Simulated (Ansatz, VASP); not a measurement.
# Cross-check of InAs between VASP and Ansatz

Aim: how closely do two programs agree when they are given the same cell, functional and k mesh? The cell is taken from a series of runs on this material, whose earlier steps may have relaxed, scaled, displaced or heated it; both programs get it as it stands.

Main program and level: Ansatz 0.2.0; plane waves, with VASP 6.6.1 beside it; zone-centre phonons at LDA.

## Step 1: The structure

The structure is cubic, space group F-43m (No. 216). The conventional cell has a = 6.036 Å, b = 6.036 Å, c = 6.036 Å, α = 90.00°, β = 90.00°, γ = 90.00°. Nearest to In lie 4 As at 2.61 Å. As has 4 In at 2.61 Å nearest. Farther neighbours are not listed.

As a file:

```xyz
2
Lattice="0.0000 3.0180 3.0180 3.0180 0.0000 3.0180 3.0180 3.0180 0.0000" Properties=species:S:1:pos:R:3 pbc="T T T"
In    0.0000    0.0000    0.0000
As    1.5090    1.5090    1.5090
```

## Step 2: VASP: zone-centre phonons, LDA

Second derivatives magnify differences that forces hide, and they need a tight electronic threshold.

Lines of VASP's logs that name or quote its potential files are left out, and so is its time.

INCAR reads:

```
SYSTEM = InAs
PREC = Accurate
ENCUT = 500
EDIFF = 1E-08
NELM = 120
ISMEAR = 1
SIGMA = 0.2
LREAL = .FALSE.
ALGO = Normal
GGA = CA
NBANDS = 15
LORBIT = 11
LWAVE = .FALSE.
LCHARG = .FALSE.
ISIF = 2
IBRION = 8
LASPH = .TRUE.
GGA_COMPAT = .FALSE.
```

POSCAR reads:

```
InAs
1.0
    0.0000000000      3.0180000000      3.0180000000
    3.0180000000      0.0000000000      3.0180000000
    3.0180000000      3.0180000000      0.0000000000
In As
1 1
Direct
    0.0000000000      0.0000000000      0.0000000000
    0.2500000000      0.2500000000      0.2500000000
```

KPOINTS reads:

```
Automatic mesh
0
Gamma
6 6 6
0 0 0
```

PAW data sets: In_d and As (LDA family, release 64).

Command:

```console
$ mpirun -np 1 vasp_std
```

Numbers of over 12 decimals in the logs are rounded to 6 here.

Log:

```text
[banner, memory and clock lines left out]
running    1 mpi-ranks, on    1 nodes
 distrk:  each k-point on    1 cores,    1 groups
 distr:  one band on    1 cores,    1 groups

 POSCAR found type information on POSCAR InAs
 POSCAR found :  2 types and       2 ions
 LDA part: xc-table for (Slater(with rela. corr.)+CA(PZ))
 , standard interpolation
 POSCAR, INCAR and KPOINTS ok, starting setup
 FFT: planning ... GRIDC
 FFT: planning ... GRID_SOFT
 FFT: planning ... GRID
 WAVECAR not read
 entering main loop
       N       E                     dE             d eps       ncg     rms          rms(c)
DAV:   1     0.111471722934E+03    0.11147E+03   -0.81236E+03   487   0.125E+03
DAV:   2    -0.153786546793E+01   -0.11301E+03   -0.10774E+03   522   0.305E+02
DAV:   3    -0.912853882570E+01   -0.75907E+01   -0.75530E+01   599   0.798E+01
DAV:   4    -0.932119504471E+01   -0.19266E+00   -0.19256E+00   580   0.140E+01
DAV:   5    -0.933025013721E+01   -0.90551E-02   -0.90549E-02   738   0.264E+00    0.475E+00
DAV:   6    -0.905258121198E+01    0.27767E+00   -0.38827E-01   764   0.112E+01    0.262E+00
DAV:   7    -0.901306550631E+01    0.39516E-01   -0.11148E-01   696   0.313E+00    0.681E-01
DAV:   8    -0.900965311236E+01    0.34124E-02   -0.11754E-02   628   0.131E+00    0.234E-01
DAV:   9    -0.900953999915E+01    0.11311E-03   -0.79966E-04   578   0.243E-01    0.149E-01
DAV:  10    -0.900956457983E+01   -0.24581E-04   -0.11683E-04   717   0.186E-01    0.704E-02
DAV:  11    -0.900956733808E+01   -0.27583E-05   -0.35616E-05   645   0.119E-01    0.484E-02
DAV:  12    -0.900956546218E+01    0.18759E-05   -0.44478E-06   696   0.293E-02    0.734E-03
DAV:  13    -0.900956549710E+01   -0.34921E-07   -0.63145E-07   613   0.478E-03    0.295E-03
DAV:  14    -0.900956549152E+01    0.55816E-08   -0.29322E-08   620   0.295E-03
   1 F= -.90095655E+01 E0= -.90097513E+01  d E =0.557493E-03
 Linear response reoptimize wavefunctions to high precision
DAV:   1    -0.900956549194E+01   -0.41928E-09   -0.33667E-09   548   0.795E-04
DAV:   2    -0.900956549206E+01   -0.12415E-09   -0.74424E-10   303   0.219E-04
DAV:   3    -0.900956549202E+01    0.40927E-10   -0.10398E-10   359   0.108E-04
 Linear response DOF=           2
 Linear response progress:
  Degree of freedom:   1/  2
       N       E                     dE             d eps       ncg     rms          rms(c)
RMM:   1    -0.235397775188E+00   -0.23540E+00   -0.88136E-02  1873   0.493E+00
RMM:   2    -0.237915365714E+00   -0.25176E-02   -0.13710E-02  2327   0.104E+00    0.801E-02
RMM:   3    -0.237856833385E+00    0.58532E-04   -0.16919E-03  2514   0.325E-01    0.383E-02
RMM:   4    -0.237659617876E+00    0.19722E-03   -0.26365E-05  2603   0.111E-01    0.211E-02
RMM:   5    -0.237636581233E+00    0.23037E-04   -0.11525E-04  2678   0.395E-02    0.772E-03
RMM:   6    -0.237622671886E+00    0.13909E-04    0.41652E-05  2709   0.141E-02    0.194E-03
RMM:   7    -0.237634022760E+00   -0.11351E-04    0.27529E-05  2721   0.393E-03    0.618E-04
RMM:   8    -0.237635595941E+00   -0.15732E-05    0.55461E-06  2682   0.170E-03    0.289E-04
RMM:   9    -0.237634686757E+00    0.90918E-06    0.87021E-06  2692   0.787E-04    0.794E-05
RMM:  10    -0.237635247960E+00   -0.56120E-06    0.11630E-07  2834   0.365E-04    0.545E-05
RMM:  11    -0.237635079236E+00    0.16872E-06    0.15155E-06  2848   0.192E-04    0.375E-05
RMM:  12    -0.237635203407E+00   -0.12417E-06    0.14826E-07  2747   0.120E-04    0.435E-06
RMM:  13    -0.237635219766E+00   -0.16359E-07    0.25232E-07  2879   0.827E-05    0.661E-06
RMM:  14    -0.237635242980E+00   -0.23214E-07    0.31058E-08  2839   0.623E-05    0.601E-06
RMM:  15    -0.237635241066E+00    0.19140E-08    0.50674E-08  2451   0.510E-05    0.898E-06
 first order change of Fermi-energy  -0.93901E-04
 force on displaced ion       1 direction 1 :  -7.480   0.000   0.000
 Linear response progress:
  Degree of freedom:   2/  2
       N       E                     dE             d eps       ncg     rms          rms(c)
RMM:   1    -0.472652197310E-01   -0.47265E-01    0.67436E-02  2863   0.157E+00
RMM:   2    -0.453214119805E-01    0.19438E-02    0.17344E-03  2188   0.569E-01    0.110E-01
RMM:   3    -0.460180798871E-01   -0.69667E-03   -0.19782E-03  2536   0.249E-01    0.468E-02
RMM:   4    -0.461861504377E-01   -0.16807E-03   -0.14324E-04  2583   0.837E-02    0.107E-02
RMM:   5    -0.462170668232E-01   -0.30916E-04   -0.12581E-05  2665   0.302E-02    0.502E-03
RMM:   6    -0.462027606086E-01    0.14306E-04   -0.17140E-07  2571   0.802E-03    0.161E-03
RMM:   7    -0.462009766739E-01    0.17839E-05   -0.31498E-07  2779   0.276E-03    0.104E-03
RMM:   8    -0.462011989131E-01   -0.22224E-06   -0.41697E-08  2659   0.112E-03    0.623E-04
RMM:   9    -0.462018794354E-01   -0.68052E-06   -0.57677E-08  2601   0.429E-04    0.752E-05
RMM:  10    -0.462019656343E-01   -0.86199E-07    0.16292E-08  2787   0.166E-04    0.635E-05
RMM:  11    -0.462019512757E-01    0.14359E-07   -0.37873E-08  2890   0.689E-05    0.195E-05
RMM:  12    -0.462019633191E-01   -0.12043E-07    0.21947E-08  2747   0.330E-05    0.647E-06
RMM:  13    -0.462019615320E-01    0.17871E-08   -0.23751E-08  2874   0.185E-05    0.179E-06
 first order change of Fermi-energy   0.57233E-03
 force on displaced ion       2 direction 1 :  -7.523  -0.000  -0.000
 Linear response finished
```

From OUTCAR (step 2):

```text
ion  position               nearest neighbor table
   1  0.000  0.000  0.000-   2 2.61   2 2.61   2 2.61   2 2.61
   2  0.250  0.250  0.250-   1 2.61   1 2.61   1 2.61   1 2.61

  LATTYP: Found a face centered cubic cell.
 ALAT       =     6.0360000000

 Subroutine GETGRP returns: Found 24 space group operations
 (whereof 24 operations were pure point group operations)

The static configuration has the point symmetry T_d .

 Found     16 irreducible k-points:

   k-points           NKPTS =     16   k-points in BZ     NKDIM =     16   number of bands    NBANDS=     15

   dimension x,y,z NGX =    32 NGY =   32 NGZ =   32
   dimension x,y,z NGXF=    64 NGYF=   64 NGZF=   64

   ENCUT  =  500.0 eV  36.75 Ry    6.06 a.u.   7.78  7.78  7.78*2*pi/ulx,y,z

   NELECT =      18.0000    total number of electrons

 k-points in reciprocal lattice and weights: Automatic mesh
   0.00000000  0.00000000  0.00000000       0.005
   0.16666667  0.00000000  0.00000000       0.037
   0.33333333  0.00000000  0.00000000       0.037
   0.50000000  0.00000000  0.00000000       0.019
   0.16666667  0.16666667  0.00000000       0.028
   0.33333333  0.16666667  0.00000000       0.111
   0.50000000  0.16666667  0.00000000       0.111
  -0.33333333  0.16666667  0.00000000       0.111
  -0.16666667  0.16666667  0.00000000       0.056
[...]
-0.33333333  0.33333333  0.16666667       0.111
  -0.33333333  0.50000000  0.16666667       0.056

 average (electrostatic) potential at core
       1 -96.0649       2 -53.0473

  Total       -0.0232720     -0.0232720     -0.0232720      0.0000000     -0.0000000     -0.0000000
  in kB       -0.6781990     -0.6781990     -0.6781990      0.0000000     -0.0000000     -0.0000000
  external PRESSURE =      -0.6781990 kB  Pullay stress =       0.0000000 kB

  energy-cutoff  :      500.00
  volume of cell :       54.98
      direct lattice vectors                 reciprocal lattice vectors
     0.000000000  3.018000000  3.018000000    -0.165672631  0.165672631  0.165672631
     3.018000000  0.000000000  3.018000000     0.165672631 -0.165672631  0.165672631
     3.018000000  3.018000000  0.000000000     0.165672631  0.165672631 -0.165672631

 POSITION                                       TOTAL-FORCE (eV/Angst)
 -----------------------------------------------------------------------------------
      0.00000      0.00000      0.00000        -0.000000     -0.000000     -0.000000
      1.50900      1.50900      1.50900         0.000000      0.000000      0.000000
 -----------------------------------------------------------------------------------
    total drift:                               -0.000000     -0.000000     -0.000000

 Eigenvectors and eigenvalues of the dynamical matrix
 ----------------------------------------------------

   1 f  =    6.360859 THz    39.966453 2PiTHz  212.175402 cm-1    26.306385 meV
             X         Y         Z           dx          dy          dz
      0.000000  0.000000  0.000000    -0.043931    0.004014    0.625748
      1.509000  1.509000  1.509000     0.054539   -0.004983   -0.776849

   2 f  =    6.360859 THz    39.966453 2PiTHz  212.175402 cm-1    26.306385 meV
             X         Y         Z           dx          dy          dz
      0.000000  0.000000  0.000000    -0.623152    0.056938   -0.044114
      1.509000  1.509000  1.509000     0.773626   -0.070687    0.054767

   3 f  =    6.360859 THz    39.966453 2PiTHz  212.175402 cm-1    26.306385 meV
             X         Y         Z           dx          dy          dz
      0.000000  0.000000  0.000000     0.057079    0.624698    0.000000
      1.509000  1.509000  1.509000    -0.070862   -0.775547    0.000000

   4 f/i=    0.008827 THz     0.055465 2PiTHz    0.294453 cm-1     0.036507 meV
             X         Y         Z           dx          dy          dz
      0.000000  0.000000  0.000000     0.725290    0.277577   -0.058309
      1.509000  1.509000  1.509000     0.584217    0.223587   -0.046968

   5 f/i=    0.008827 THz     0.055465 2PiTHz    0.294453 cm-1     0.036507 meV
             X         Y         Z           dx          dy          dz
      0.000000  0.000000  0.000000     0.207476   -0.410046    0.628736
      1.509000  1.509000  1.509000     0.167121   -0.330290    0.506444

   6 f/i=    0.008827 THz     0.055465 2PiTHz    0.294453 cm-1     0.036507 meV
             X         Y         Z           dx          dy          dz
      0.000000  0.000000  0.000000    -0.193397    0.601088    0.455834
      1.509000  1.509000  1.509000    -0.155780    0.484173    0.367172

 ELASTIC MODULI CONTR FROM IONIC RELAXATION (kBar)
 Direction    XX          YY          ZZ          XY          YZ          ZX
 --------------------------------------------------------------------------------
 XX          -0.0000      0.0000      0.0000      0.0000     -0.0000      0.0000
 YY           0.0000     -0.0000     -0.0000      0.0000      0.0000      0.0000
 ZZ           0.0000     -0.0000     -0.0000      0.0000      0.0000      0.0000
 XY           0.0000      0.0000      0.0000   -228.5693     -0.0000     -0.0000
 YZ          -0.0000      0.0000      0.0000     -0.0000   -228.5693      0.0000
 ZX           0.0000      0.0000      0.0000     -0.0000      0.0000   -228.5693
 --------------------------------------------------------------------------------
```

## Step 3: Ansatz: zone-centre phonons, LDA

Ansatz runs on its default PAW (the set named soft_2) files.

The same cell, functional (in two slightly different forms), mesh and smearing now go to Ansatz.

input.yaml reads:

```yaml
crystal:
  lattice:
    - [0.0, 3.018, 3.018]
    - [3.018, 0.0, 3.018]
    - [3.018, 3.018, 0.0]
  atoms:
    - { symbol: In, position: [0.0, 0.0, 0.0] }
    - { symbol: As, position: [0.25, 0.25, 0.25] }
kpoints:
  mp_grid: { grid: [6, 6, 6] }
hamiltonian:
  xc: lda
scf:
  occupations: { method: methfessel_paxton, width: 0.2 }
output:
  eigenvalues: true
basis:
  ecutwfc: 260.0
phonons:
  method: dfpt
```

Command:

```console
$ ansatz run input.yaml --threads 8 --pin off --max-ram 14336MiB --backend cpu --events-out ev --progress --plain --runs-dir out
```

Log:

```text
Warning: basis.ecutwfc = 260 eV is below the records' recommended 420 eV, and the density's cutoff is lower with it unless basis.ecutrho_ratio is high enough to keep the records' density cutoff: compare with a run at a higher cutoff
zone centre: on kpoints.mp_grid the ground state, and the responses unless they are solved on pairs of k-points, stand on 30 of the mesh's 216 k-points, reduced under 8 symmetry operations, with k and −k counted as one. Each operation leaves every solved displacement unchanged or reverses it
Engine: ansatz 0.2.0, x86_64-unknown-linux-gnu
Pseudopotentials: kind: paw
Pseudopotential: In, paw, valence charge 13, recommended cutoff 420 eV (normal), In.paw.azcp
Pseudopotential: As, paw, valence charge 15, recommended cutoff 420 eV (normal), As.paw.azcp
Functional definition: SPW92
  exchange = slater_x
  correlation = pw_c
Crystal: 2 atoms, lattice volume = 54.978 Å³
Basis set: ecut = 260 eV, 531 PW (Γ), exchange–correlation on 48×48×48 points (8 copies of the dense FFT grid, shifted against one another)
Bands: 18, of which v1, the nominal top of the filled ones, is band 14 counted from 1 (13 counted from 0)
Symmetry: 24 space group operations
k-points: 30 of 216 (irreducible under 8 space group operations, time reversal used)
Non-local potential: In, projectors of the file, l = 0: 2, l = 1: 2, l = 2: 2, l = 3: 2
Non-local potential: As, projectors of the file, l = 0: 2, l = 1: 2, l = 2: 3, l = 3: 1
PAW form: soft (Blöchl's): semilocal exchange-correlation on the pseudo side does not see the compensation charge
PAW frozen core: In, regenerated for the run's functional, and the local potential with it (the file was generated under x = pbe(κ = 0.804, μ = 0.219515), c = pbe(β = 0.066725))
PAW frozen core: As, regenerated for the run's functional, and the local potential with it (the file was generated under x = pbe(κ = 0.804, μ = 0.219515), c = pbe(β = 0.066725))
PAW one-centre angular grid: In, 590 points (default); XC on 64 Gauss nodes
PAW one-centre angular grid: As, 590 points (default); XC on 64 Gauss nodes
Initial density: superposition of atomic densities (neutral atoms: chi_scale 0, normalization atom), corrected by the library's trained network
Initial wavefunctions: pseudopotential atomic-orbital guess
Functional: x = slater, c = lda
SCF iter   1: F=—  HF=-10230.299819 eV  |F-HF|=—  |Δ(HF+E_count)|=         —  Δρ=1.60e-2  dr2=6.65e-2  ethr=1.77e-3  ⟨swp⟩=4.8  Hψ=2292  notcnv=0
preconditioner: auto → none  [insulator: Δε(μ)=0.743 eV  Ē_g=14.605 eV  σ=0.200 eV  W_gap=0.56  n_scr=14 (ndim 8)  ℏωp=21.2 eV  f_vac=0.104  D(μ)=0.08/eV (n_scr^D=0)  ε∞_Penn≈3.1]
SCF iter   2: F=—  HF=-10230.226132 eV  |F-HF|=—  |Δ(HF+E_count)|=   7.37e-2  S|Δr|=    0.00e0  Δρ=4.77e-3  dr2=6.16e-3  ethr=2.37e-4  ⟨swp⟩=2.0  Hψ=1208  notcnv=0
SCF iter   3: F=—  HF=-10230.222766 eV  |F-HF|=—  |Δ(HF+E_count)|=   3.37e-3  S|Δr|=    0.00e0  Δρ=1.63e-3  dr2=7.42e-4  ethr=2.20e-5  ⟨swp⟩=2.7  Hψ=762  notcnv=0
SCF iter   4: F=—  HF=-10230.222429 eV  |F-HF|=—  |Δ(HF+E_count)|=   3.37e-4  S|Δr|=    0.00e0  Δρ=3.21e-4  dr2=8.56e-5  ethr=2.65e-6  ⟨swp⟩=3.0  Hψ=967  notcnv=0
SCF iter   5: F=—  HF=-10230.222395 eV  |F-HF|=—  |Δ(HF+E_count)|=   3.37e-5  S|Δr|=    0.00e0  Δρ=8.63e-5  dr2=3.52e-6  ethr=3.06e-7  ⟨swp⟩=2.0  Hψ=811  notcnv=0
SCF iter   6: F=—  HF=-10230.222391 eV  |F-HF|=—  |Δ(HF+E_count)|=   4.33e-6  S|Δr|=    0.00e0  Δρ=1.49e-5  dr2=6.39e-8  ethr=1.26e-8  ⟨swp⟩=3.0  Hψ=961  notcnv=0
SCF iter   7: F=—  HF=-10230.222393 eV  |F-HF|=—  |Δ(HF+E_count)|=   2.48e-6  S|Δr|=    0.00e0  Δρ=2.55e-6  dr2=1.56e-9  ethr=2.28e-10  ⟨swp⟩=2.0  Hψ=697  notcnv=0
SCF iter   8: F=-10230.222393 eV  HF=-10230.222393 eV  |F-HF|=7.28e-12  |Δ(HF+E_count)|=  6.55e-11  S|Δr|=    0.00e0  Δρ=1.40e-7  dr2=7.95e-12  ethr=1.00e-12  ⟨swp⟩=4.2  Hψ=2551  notcnv=0
SCF 1 converged in 8 iterations: F = -10230.222393 eV  dr2 = 7.95e-12
  greatest PAW one-centre occupation: 0.999 electrons in one spin orbital (limit 2), on the As atom at site 1 (counted from 0), in its partial waves of l = 2
DFPT response loops at Γ: preconditioner auto → Kerker (q_TF=auto, 2.438 Å⁻¹) (partly filled bands, converged f_vac=0.095); β = 1.00, the filter's whole step (`scf.mixing.beta` (0.50) is not read by the response loops under this deck's `scf.mixing.preconditioner`; to damp them name `kerker` or `kerker_dos`, under which they read `scf.mixing.beta`, and type it under 1.00, their step now; both keys bind the ground state too); Broyden in place of MSR1
SCF converged after 8 iterations
Stability not checked: this state was not tested for a lower state beside it, because cold or Methfessel-Paxton smearing, or corrected tetrahedra, fill the levels in a way that the test cannot read (fill_not_monotonic; see scf.lower_state_search)
Free energy (F): -10230.222393 eV
Harris-Foulkes:  -10230.222393 eV  (|F-HF|=7.28e-12)
Internal energy: -10230.223036 eV  (E = F + TS)
E sigma→0 (E₀):  -10230.222554 eV
Entropy (-TS):   0.000642 eV (0.321 meV/atom)
Fermi energy:    7.611176 eV
Step filling:    the computed levels leave a gap of 0.0000 eV = 0.0 smearing widths at the electron count; against every level under it full and every level over it empty, smearing changes F+E_penalty+E_count by -0.512 meV and its σ→0 estimate by -0.673 meV
--- Per-component energies (eV) ---
  E_band       = -328.128900
  E_kinetic    = 354.112462
  E_local      = -3279.083064  (includes V_loc(G=0)·N_el)
  E_nonlocal   = -293.001640
  E_hartree    = 1582.247011
  E_xc         = -293.633340
  E_vxc        = -181.987214  (∫ρ·V_xc dr)
  E_paw        = -5775.424975  (= ΣΔE_a)
  E_vpaw       = -92.663710  (= ΣTr[D̂ρ^β])
  E_aug_tail   = 0.000160  (compensation charges beyond the density's cutoff)
  E_ewald      = -2527.799418
  E_core_change = 2.359766  (= ΣΔE_core)
  E_smearing   = 0.000642  (= −TS)
  E_closure    = -0.000000  (closes the sum)
  Σ components = -10230.222393   (vs F -10230.222393, Δ=0.00e0)
--- Band table (eV; the first three rows and the last of 30) ---
  k-point 0: bands = [... 10 lower, -4.3743, 7.1625, 7.6018, 7.6018, 7.6018, 11.4763, 11.4763, 11.4763]
  k-point 1: bands = [... 10 lower, -4.0894, 4.9922, 7.2859, 7.2859, 8.7054, 11.8328, 11.9238, 11.9238]
  k-point 2: bands = [... 10 lower, -3.3780, 2.7662, 6.8023, 6.8023, 8.5543, 12.2947, 12.2947, 13.6332]
  k-point 29: bands = [... 10 lower, -2.3029, 1.7507, 4.7567, 4.8122, 10.5982, 10.9625, 13.9726, 14.5259]
--- Phonons (Γ-DFPT): 2 representative perturbations + reference, on 30 of 216 k-points (Σ response iterations 6) ---
  k mesh reduced under 8 symmetry operations, with k and −k counted as one. Each operation leaves every solved displacement unchanged or reverses it
  ASR residual: 7.060e-5 → 0.000e0 eV/Å²; symmetrization residual: 5.909e-6 eV/Å²
  ASR residual per site (eV/Å²): 4.37e-5 7.06e-5
  Γ frequencies (cm⁻¹): 0.00 0.00 0.00 203.14 203.14 203.14
  non-analytic LO–TO correction: not included (Born effective charges unavailable; polar crystals: no LO–TO splitting at Γ)
```

The column dr2 measures how far the density is from self-consistency, as an energy; F and HF (Harris–Foulkes) agree once it is small.

## Step 4: Comparison

Known differences besides the potentials themselves: the two LDA forms differ slightly; the data sets hold 28 valence electrons in Ansatz (on its default PAW (the set named soft_2) files) and 18 in VASP; the cutoff is 260 eV in Ansatz and 500 eV in VASP; VASP's log shows a relativistic correction to its local exchange, Ansatz's none; Ansatz's log warns that its cutoff lies below the recommended one. Total energies have different zeros and are not compared.

Both answers:

```tsv
quantity	Ansatz	VASP	difference
optical mode 1 to 3 (cm⁻¹)	203.1	212.2	-4.26 %
```

Modes are paired by rising frequency, not by their patterns, so a pair may set unlike modes beside each other; they are those without the splitting of longitudinal modes.

## Step 5: What came out

```yaml
r_m_s_difference_of_the_optical_zone_centre_modes_each_program_s_sorted_by_frequency_zone_centre_phonons_lda: 9.0 cm⁻¹
difference_in_optical_mode_1_to_3_zone_centre_phonons_lda: -4.3 %
```

**Reading.** The r.m.s. difference of the optical zone-centre modes, each program's sorted by frequency is 9.0 cm⁻¹ (zone-centre phonons, LDA). The data sets hold unlike numbers of valence electrons (28 in Ansatz and 18 in VASP), so part of the differences comes from the potentials. Among the rows given in per cent, the largest difference of the zone-centre phonons, LDA pair is in optical mode 1 to 3, -4.3 %. Such differences can come from data sets, numerical settings and the points named under the comparisons, not from the functional's error against experiment.

[Lines on the potential files, build, host, timing and source positions are cut from VASP's logs without a mark.]

[Logs are printed without paths, hosts, clocks, repeated set-up lines and the standing remarks that a program may print on its own settings, such as how far it seeks lower states.]

[Hosts, paths, dates, database ids (printed as entryN), source tags and the programs' standing remarks are cut or masked in the printed files.]
